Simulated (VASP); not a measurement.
VASP input:

**POSCAR**
```
CaO
1
    3.7645740000     0.0000000000     0.0000000000
    0.0000000000     3.7645740000     0.0000000000
    0.0000000000     0.0000000000     4.7436770000
Ca O
2 2
Direct
  0.5000000000   0.0000000000   0.2368000000
  0.0000000000   0.5000000000   0.7632000000
  0.0000000000   0.0000000000   0.0000000000
  0.5000000000   0.5000000000   0.0000000000
```

### INCAR
```
# general
SYSTEM  =  CaO
PREC    =  Accurate
ENCUT   =  520
LREAL   =  .False.   # projection in real space or not
LASPH   =  .True.

# electronic loop
EDIFF   =  1E-6   # SCF stop (eV)
NELM    =  100   # most electronic steps
ALGO    =  VeryFast

# smearing
ISMEAR  =  0
SIGMA   =  0.05   # width (eV)

# functional
GGA     =  PE   # PBE

# ions
ISIF    =  2   # forces and stress, cell fixed

# output
LWAVE   =  .False.
LCHARG  =  .False.
```

**KPOINTS**
```
Automatic mesh
0
Gamma
5 5 4
0 0 0
```

POTCAR, in this order: Ca_sv O (PBE.64 set). Program: vasp_std.

Write an equivalent input for Ansatz.

One equivalent input (not run):
Ansatz 0.2 input:
```yaml
crystal:
  lattice:
    - [3.7645740, 0.0000000, 0.0000000]
    - [0.0000000, 3.7645740, 0.0000000]
    - [0.0000000, 0.0000000, 4.7436770]
  atoms:
    - { symbol: Ca, position: [0.5000000, 0.0000000, 0.2368000] }
    - { symbol: Ca, position: [0.0000000, 0.5000000, 0.7632000] }
    - { symbol: O, position: [0.0000000, 0.0000000, 0.0000000] }
    - { symbol: O, position: [0.5000000, 0.5000000, 0.0000000] }
kpoints:
  mp_grid: { grid: [5, 5, 4] }
hamiltonian:
  xc: pbe
  pseudopotentials: { kind: paw }
scf:
  occupations: { method: gaussian, width: 0.05 }
  max_iter: 100
output: { forces: true, stress: true, eigenvalues: true }
```
The two are equivalent in intent, not identical: each code has its own PAW files, so the cut-off isn't converted (ENCUT is set for VASP's; basis.ecutwfc is left out, and Ansatz then takes the one that its files recommend); Ansatz stops its SCF on the density residual and VASP on the energy change (EDIFF).

The structure was generated: CaO was put into the litharge type (P4/nmm), which need not be its known phase. The cell was not relaxed at this level. The k-mesh is coarse (spacing up to 0.33 per Å, 2π included), so the numbers may not be converged in it. The run is one of a series of settings (ALGO = VeryFast against the base run), some of them coarse on purpose.
